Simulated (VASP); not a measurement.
Given:

```
AgI
1.0
    2.41797    -4.18805     0.00000
    2.41797     4.18805     0.00000
    0.00000     0.00000     7.91594
Ag I
2 2
Direct
  0.66667   0.33333   0.50017
  0.33333   0.66667   0.00017
  0.66667   0.33333   0.87483
  0.33333   0.66667   0.37483
```

Computed with vdW-DF2, VASP's PBE PAW potentials (set 64) (plane waves; VASP). Run with 520 eV cut-off, Gaussian smearing of 0.050 eV, potentials Ag I.

Unless said otherwise, spin-orbit coupling is left out, though it shifts the bands of the heavy elements here.

### Question
Give the energies of bands 7 to 20 at the high-symmetry points, in eV from the valence-band maximum.

### Answer

```csv
band,Γ,M,K,A,L,H
7,-3.26,-3.03,-2.96,-3.33,-3.08,-3.02
8,-3.17,-3.01,-2.96,-3.33,-3.08,-3.02
9,-2.61,-2.58,-2.61,-2.57,-2.54,-2.61
10,-2.61,-2.56,-2.61,-2.57,-2.54,-2.61
11,-2.54,-2.52,-2.60,-2.57,-2.49,-2.44
12,-2.54,-2.52,-2.60,-2.57,-2.49,-2.44
13,-2.49,-2.33,-2.23,-1.42,-2.33,-2.34
14,-0.52,-2.15,-2.23,-1.42,-2.33,-2.34
15,-0.52,-1.71,-2.01,-0.27,-0.93,-1.49
16,-0.05,-1.33,-1.16,-0.27,-0.93,-1.49
17,0.00,-0.78,-1.16,-0.27,-0.92,-0.84
18,0.00,-0.52,-0.99,-0.27,-0.92,-0.84
19,1.11,3.09,4.04,2.39,3.14,3.71
20,2.55,3.54,4.04,2.39,3.14,3.71
```

The gap is direct, 1.12 eV, from the valence maximum at Γ to the conduction minimum at Γ.

The compound is AgI in the wurtzite structure. It was relaxed first, which changed the volume by +17 %.
